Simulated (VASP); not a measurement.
Given:

```
CELL_PARAMETERS angstrom
      0.00000     2.85107     2.85107
      2.85107     0.00000     2.85107
      2.85107     2.85107     0.00000
ATOMIC_POSITIONS crystal
  Ge 0.00000 0.00000 0.00000
  Ge 0.25000 0.25000 0.25000
```

All values below come from PBE GGA, VASP's PBE PAW potentials (set 64) (plane waves; VASP 6.6.1). Settings: 300 eV cut-off, 5×5×5 Γ-centred mesh, Fermi-Dirac smearing of 0.010 eV, potentials Ge_d.

**Question.** Give the energies of bands 12 to 17 at the high-symmetry points, in eV from the Fermi level.

**Answer.** 
```json
[
 {"band": "12", "Γ": "-0.18", "X": "-8.80", "U": "-8.22", "L": "-7.49", "W": "-8.71"},
 {"band": "13", "Γ": "0.00", "X": "-2.99", "U": "-4.22", "L": "-1.37", "W": "-3.80"},
 {"band": "14", "Γ": "0.00", "X": "-2.99", "U": "-2.57", "L": "-1.37", "W": "-3.80"},
 {"band": "15", "Γ": "0.00", "X": "0.78", "U": "1.17", "L": "0.11", "W": "4.23"},
 {"band": "16", "Γ": "2.54", "X": "0.78", "U": "4.04", "L": "3.73", "W": "4.23"},
 {"band": "17", "Γ": "2.54", "X": "9.32", "U": "7.07", "L": "3.73", "W": "4.71"}
]
```

It has no gap at this level: it comes out as a metal or semimetal.

The structure is a typed Ge crystal (Fd-3m). The cell was not relaxed at this level. The k-mesh is coarse (spacing up to 0.38 per Å, 2π included), so the numbers may not be converged in it.
